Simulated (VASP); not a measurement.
Here is the system:

```
CELL_PARAMETERS angstrom
      2.31119    -4.00311     0.00000
      2.31119     4.00311     0.00000
      0.00000     0.00000     7.55652
ATOMIC_POSITIONS crystal
  Ag 0.66667 0.33333 0.50008
  Ag 0.33333 0.66667 0.00008
  I  0.66667 0.33333 0.87492
  I  0.33333 0.66667 0.37492
```

Calculation: rev-vdW-DF2, VASP's PBE PAW potentials (set 64) (plane waves; VASP). Settings: 520 eV cut-off, 6×6×4 Γ-centred mesh, tetrahedra with Blöchl corrections, potentials Ag I.

Unless said otherwise, spin-orbit coupling is left out, though it shifts the bands of the heavy elements here.

Q: What does the run give for the energy per atom (σ→0), band gap (on the k-mesh) with the smallest direct gap where there is one?

A: 
- band gap (on the k-mesh) = 1.21 eV
- smallest direct gap (on the k-mesh) = 1.21 eV
- energy per atom (σ→0) = -0.122 eV/atom

Only differences to runs with the same potentials and settings are physical.

The compound is AgI in the wurtzite structure. It was relaxed first.
